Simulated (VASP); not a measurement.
Here is the system:

```
C31NSi31
1.0
    8.75833     0.00000     0.00000
    0.00000     8.75833     0.00000
    0.00000     0.00000     8.75833
Si C N
31 31 1
Cartesian
  4.36036   8.75457   8.75295
  6.56418   2.19538   8.75672
  6.56383   8.75785   2.19335
  8.75180   8.75449   8.75382
  2.18557   2.17170   8.75338
  4.38509   4.37448   8.75698
  6.57022   6.56409   0.00731
  2.18479   8.75417   2.17162
  6.55979   4.37129   2.21909
  4.38455   8.75729   4.37460
  6.55976   2.22048   4.36899
  6.56983   0.00921   6.56281
  8.75292   4.38050   0.00761
  2.18546   6.56163   8.75400
  0.00048   2.19043   2.18897
  2.18951   4.37419   2.19397
  4.37961   6.56984   2.18899
  8.75173   0.00889   4.37959
  2.18827   2.19471   4.37467
  4.40874   4.37111   4.36960
  6.57126   6.57249   4.38105
  2.18494   8.75396   6.56084
  4.37955   2.19074   6.56826
  6.57130   4.38185   6.57101
  8.75611   6.56619   2.18896
  0.00380   4.38131   4.38067
  2.19728   6.56359   4.37966
  8.75566   2.19016   6.56595
  2.19762   4.38068   6.56312
  4.37920   6.56634   6.56599
  8.75791   6.56875   6.56748
  5.59604   0.96263   0.96154
  7.64319   3.28561   1.11543
  7.64288   1.11667   3.28348
  1.08673   1.08873   1.08794
  3.15368   3.40630   0.96214
  5.47461   5.45509   1.11509
  7.66981   7.65333   1.09654
  3.15151   0.96182   3.40813
  7.66787   5.47853   3.29119
  5.47433   1.11663   5.45314
  7.66781   3.29186   5.47723
  7.66945   1.09781   7.65306
  1.08473   5.47946   1.09716
  3.27763   7.65598   1.08813
  1.09573   3.28739   3.28670
  3.30534   5.45479   3.28364
  5.47755   7.66416   3.28664
  1.08337   1.09734   5.47961
  3.30513   3.28538   5.45345
  5.48139   5.47880   5.47741
  7.66305   7.66867   5.47363
  3.27776   1.08864   7.65391
  5.47763   3.28788   7.66281
  7.66366   5.47455   7.66703
  1.08673   7.65657   3.28914
  1.09907   5.47420   5.47320
  3.28678   7.65272   5.47958
  1.08769   3.28963   7.65612
  3.28731   5.47987   7.65318
  5.47884   7.65709   7.65570
  1.09262   7.66127   7.66089
  5.61395   3.42605   3.42404
```

Computed with HSE06 screened hybrid, VASP's PBE PAW potentials (set 64) (plane waves; VASP). Numerical set-up: PREC = Normal, LREAL = Auto, ISYM = 0, EDIFF = 1E-5, 400 eV cut-off, 1×1×1 Γ-centred mesh, Gaussian smearing of 0.050 eV, potentials Si C N. Starting moments (MAGMOM): 63*0.0476. The cell's moment is fixed (NUPDOWN = 3).

The supercell is sampled at Γ alone, which is coarse: total energies, pressure and levels can be off, energies of defects by several tenths of an eV.

Task: What does the run give for the cell moment, energy per atom (σ→0)?

Result: 
```
Item                            Value
---------------------  --------------
cell moment                   3.00 μB
energy per atom (σ→0)  -8.647 eV/atom
```

Task: Give the moment on each site (PAW-sphere projection).

Result: 
```csv
site,moment (μB)
Si1,-0.01
Si2,-0.01
Si3,-0.01
Si4,0.00
Si5,-0.01
Si6,-0.01
Si7,0.00
Si8,-0.01
Si9,0.00
Si10,-0.01
Si11,0.00
Si12,0.00
Si13,0.00
Si14,0.00
Si15,0.00
Si16,-0.01
Si17,0.00
Si18,0.00
Si19,-0.01
Si20,0.00
Si21,0.00
Si22,0.00
Si23,0.00
Si24,0.00
Si25,0.01
Si26,0.00
Si27,0.00
Si28,0.01
Si29,0.00
Si30,0.01
Si31,0.00
C32,0.39
C33,0.00
C34,0.00
C35,0.00
C36,0.39
C37,0.00
C38,0.03
C39,0.39
C40,0.01
C41,0.00
C42,0.01
C43,0.03
C44,0.03
C45,0.00
C46,0.00
C47,0.00
C48,0.00
C49,0.03
C50,0.00
C51,0.01
C52,0.00
C53,0.00
C54,0.00
C55,0.00
C56,0.03
C57,0.00
C58,0.03
C59,0.03
C60,0.03
C61,0.03
C62,0.00
N63,0.09
```

Total energies compare only between runs with the same potentials, cut-off and functional.

The cell is a supercell with a defect, built from SiC (zinc blende): N_C-vac_Si. The cell's shape comes from a PBE relaxation.
